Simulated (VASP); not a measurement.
OSZICAR of a VASP run on MgI2 (1T layered):

OSZICAR:
```
       N       E                     dE             d eps       ncg     rms          rms(c)
DAV:   1     0.801877559581E+02    0.80188E+02   -0.64322E+03   672   0.108E+03
DAV:   2    -0.493678161373E+00   -0.80681E+02   -0.74819E+02   984   0.164E+02
DAV:   3    -0.535461596562E+01   -0.48609E+01   -0.48317E+01   836   0.466E+01
DAV:   4    -0.542840772578E+01   -0.73792E-01   -0.73753E-01   804   0.699E+00
DAV:   5    -0.542979170010E+01   -0.13840E-02   -0.13840E-02   828   0.992E-01    0.902E+00
DAV:   6    -0.533901107589E+01    0.90781E-01   -0.10479E-01   764   0.219E+00    0.524E+00
DAV:   7    -0.532045460147E+01    0.18556E-01   -0.13162E-01   760   0.234E+00    0.944E-01
DAV:   8    -0.532043839320E+01    0.16208E-04   -0.78151E-03   748   0.670E-01    0.287E-01
DAV:   9    -0.532023785024E+01    0.20054E-03   -0.96292E-04   808   0.209E-01    0.116E-01
DAV:  10    -0.532023628145E+01    0.15688E-05   -0.24257E-04   768   0.102E-01    0.376E-02
DAV:  11    -0.532023174383E+01    0.45376E-05   -0.21836E-05   796   0.334E-02    0.114E-02
DAV:  12    -0.532023223686E+01   -0.49302E-06   -0.18657E-06   624   0.102E-02
   1 F= 0.13095692E+02 E0= 0.13095692E+02  d E =0.130957E+02
       N       E                     dE             d eps       ncg     rms          rms(c)
DAV:   1    -0.330928893235E+01    0.20109E+01   -0.94560E+01   744   0.605E+01    0.247E+01
DAV:   2     0.698747218265E-01    0.33792E+01   -0.39120E+00   744   0.144E+01    0.825E+00
DAV:   3     0.117336890213E+01    0.11035E+01   -0.21150E+00   712   0.817E+00    0.538E+00
DAV:   4     0.119533189711E+01    0.21963E-01   -0.46162E-02   836   0.174E+00    0.318E+00
DAV:   5     0.125347430719E+01    0.58142E-01   -0.14020E-01   752   0.214E+00    0.172E+00
DAV:   6     0.125321910908E+01   -0.25520E-03   -0.33886E-03   720   0.482E-01    0.669E-01
DAV:   7     0.125324765541E+01    0.28546E-04   -0.85868E-04   824   0.181E-01    0.362E-01
DAV:   8     0.125326799022E+01    0.20335E-04   -0.39894E-05   724   0.529E-02    0.141E-01
DAV:   9     0.125327819786E+01    0.10208E-04   -0.85216E-06   784   0.213E-02    0.566E-02
DAV:  10     0.125327535175E+01   -0.28461E-05   -0.93087E-07   400   0.804E-03    0.424E-03
DAV:  11     0.125327527212E+01   -0.79626E-07   -0.80956E-08   356   0.274E-03
   2 F= 0.14734669E+02 E0= 0.14734669E+02  d E =0.163898E+01
       N       E                     dE             d eps       ncg     rms          rms(c)
DAV:   1    -0.644726454054E+01   -0.77005E+01   -0.42889E+01   740   0.352E+01    0.939E+00
DAV:   2    -0.469945378835E+01    0.17478E+01   -0.29036E+00   708   0.112E+01    0.475E+00
DAV:   3    -0.417695481878E+01    0.52250E+00   -0.94384E-01   720   0.547E+00    0.365E+00
DAV:   4    -0.413824094068E+01    0.38714E-01   -0.64135E-02   788   0.153E+00    0.404E+00
DAV:   5    -0.413030682463E+01    0.79341E-02   -0.71215E-03   852   0.591E-01    0.151E+00
DAV:   6    -0.412894357875E+01    0.13632E-02   -0.31658E-03   796   0.330E-01    0.246E-01
DAV:   7    -0.412894925975E+01   -0.56810E-05   -0.13736E-04   748   0.885E-02    0.403E-02
DAV:   8    -0.412895183913E+01   -0.25794E-05   -0.95810E-06   840   0.207E-02    0.153E-02
DAV:   9    -0.412895292449E+01   -0.10854E-05   -0.19023E-06   620   0.943E-03    0.401E-03
DAV:  10    -0.412895300148E+01   -0.76995E-07   -0.17819E-07   368   0.346E-03
   3 F= 0.12814279E+02 E0= 0.12814279E+02  d E =-.281413E+00
       N       E                     dE             d eps       ncg     rms          rms(c)
DAV:   1    -0.402987839874E+01    0.99075E-01   -0.33992E-02   764   0.104E+00    0.287E-01
DAV:   2    -0.402850688078E+01    0.13715E-02   -0.19514E-03   688   0.299E-01    0.112E-01
DAV:   3    -0.402810016883E+01    0.40671E-03   -0.94800E-04   712   0.169E-01    0.843E-02
DAV:   4    -0.402809359964E+01    0.65692E-05   -0.20192E-05   932   0.346E-02    0.780E-02
DAV:   5    -0.402808440792E+01    0.91917E-05   -0.18761E-05   748   0.259E-02    0.444E-03
DAV:   6    -0.402808474663E+01   -0.33872E-06   -0.93885E-07   504   0.733E-03
   4 F= 0.12812425E+02 E0= 0.12812425E+02  d E =-.283266E+00
       N       E                     dE             d eps       ncg     rms          rms(c)
DAV:   1    -0.399772895191E+01    0.30355E-01   -0.30201E-03   760   0.309E-01    0.858E-02
DAV:   2    -0.399760758408E+01    0.12137E-03   -0.17329E-04   696   0.889E-02    0.334E-02
DAV:   3    -0.399757294052E+01    0.34644E-04   -0.84196E-05   704   0.505E-02    0.255E-02
DAV:   4    -0.399757253812E+01    0.40240E-06   -0.16275E-06   644   0.103E-02
   5 F= 0.12812382E+02 E0= 0.12812382E+02  d E =-.283309E+00
       N       E                     dE             d eps       ncg     rms          rms(c)
DAV:   1    -0.395045477594E+01    0.47118E-01   -0.58890E-01   740   0.505E+00    0.372E-01
DAV:   2    -0.395061709919E+01   -0.16232E-03   -0.25442E-02   792   0.119E+00    0.291E-01
DAV:   3    -0.394975717987E+01    0.85992E-03   -0.10057E-03   804   0.231E-01    0.172E-01
DAV:   4    -0.394952821578E+01    0.22896E-03   -0.63802E-04   796   0.160E-01    0.632E-02
DAV:   5    -0.394953198043E+01   -0.37647E-05   -0.48193E-05   736   0.490E-02    0.208E-02
DAV:   6    -0.394953155790E+01    0.42253E-06   -0.27896E-06   712   0.132E-02
   6 F= 0.12799148E+02 E0= 0.12799148E+02  d E =-.132340E-01
       N       E                     dE             d eps       ncg     rms          rms(c)
DAV:   1    -0.393628431603E+01    0.13248E-01   -0.29452E-02   744   0.113E+00    0.864E-02
DAV:   2    -0.393629560933E+01   -0.11293E-04   -0.12629E-03   792   0.266E-01    0.673E-02
DAV:   3    -0.393625474330E+01    0.40866E-04   -0.46877E-05   804   0.504E-02    0.394E-02
DAV:   4    -0.393624315390E+01    0.11589E-04   -0.33170E-05   800   0.365E-02    0.139E-02
DAV:   5    -0.393624321034E+01   -0.56442E-07   -0.25482E-06   584   0.115E-02
   7 F= 0.12798695E+02 E0= 0.12798695E+02  d E =-.136873E-01
       N       E                     dE             d eps       ncg     rms          rms(c)
DAV:   1    -0.398083297646E+01   -0.44590E-01   -0.43999E-02   756   0.127E+00    0.189E-01
DAV:   2    -0.398013724729E+01    0.69573E-03   -0.17223E-03   764   0.306E-01    0.876E-02
DAV:   3    -0.397981271781E+01    0.32453E-03   -0.60284E-04   820   0.154E-01    0.331E-02
DAV:   4    -0.397980180100E+01    0.10917E-04   -0.53437E-05   788   0.491E-02    0.359E-02
DAV:   5    -0.397980113261E+01    0.66839E-06   -0.34675E-06   732   0.128E-02
   8 F= 0.12798040E+02 E0= 0.12798040E+02  d E =-.654537E-03
       N       E                     dE             d eps       ncg     rms          rms(c)
DAV:   1    -0.397664222602E+01    0.31596E-02   -0.25516E-04   752   0.965E-02    0.131E-02
DAV:   2    -0.397663837602E+01    0.38500E-05   -0.10116E-05   764   0.234E-02    0.637E-03
DAV:   3    -0.397663684083E+01    0.15352E-05   -0.33495E-06   760   0.115E-02    0.228E-03
DAV:   4    -0.397663688934E+01   -0.48516E-07   -0.28403E-07   336   0.382E-03
   9 F= 0.12798034E+02 E0= 0.12798034E+02  d E =-.661011E-03
       N       E                     dE             d eps       ncg     rms          rms(c)
DAV:   1    -0.391238698677E+01    0.64250E-01   -0.36700E-02   756   0.115E+00    0.209E-01
DAV:   2    -0.391165159373E+01    0.73539E-03   -0.16570E-03   732   0.297E-01    0.983E-02
DAV:   3    -0.391135100881E+01    0.30058E-03   -0.50505E-04   820   0.133E-01    0.330E-02
DAV:   4    -0.391132876605E+01    0.22243E-04   -0.50297E-05   792   0.448E-02    0.431E-02
DAV:   5    -0.391132674149E+01    0.20246E-05   -0.59995E-06   792   0.168E-02    0.397E-03
DAV:   6    -0.391132681574E+01   -0.74247E-07   -0.46027E-07   352   0.494E-03
  10 F= 0.12798147E+02 E0= 0.12798147E+02  d E =0.112758E-03
       N       E                     dE             d eps       ncg     rms          rms(c)
DAV:   1    -0.394881800609E+01   -0.37491E-01   -0.11720E-02   756   0.649E-01    0.117E-01
DAV:   2    -0.394858023778E+01    0.23777E-03   -0.53642E-04   736   0.169E-01    0.567E-02
DAV:   3    -0.394847945646E+01    0.10078E-03   -0.16199E-04   820   0.752E-02    0.183E-02
DAV:   4    -0.394847028067E+01    0.91758E-05   -0.16353E-05   792   0.255E-02    0.244E-02
DAV:   5    -0.394846885539E+01    0.14253E-05   -0.15915E-06   452   0.953E-03    0.160E-03
DAV:   6    -0.394846872315E+01    0.13224E-06   -0.51583E-07   336   0.548E-03
  11 F= 0.12797878E+02 E0= 0.12797878E+02  d E =-.156269E-03
```

Task: Which electronic solver shows in the log?

Result: It is blocked Davidson (ALGO = Normal, or the opening steps of other solvers). The INCAR had ALGO = Normal.

Task: Can the final energy be trusted as converged?

Result: The run converged. It stopped with EDIFF = 1E-6, NELM = 100, NSW = 40 and EDIFFG = -0.02 after 11 ionic steps (PBE GGA, plane waves, VASP's PBE PAW potentials (set 64)). Energy and stress use the plane-wave basis of the starting cell. Without a dispersion term in the relaxation, distances and binding between the weakly bound layers, chains or molecules are unreliable, and so is what depends on them.

The compound is MgI2 in the 1T layered structure. This run relaxes it under an external pressure of 45 GPa. Symmetry was kept, so distortions that lower it aren't found.
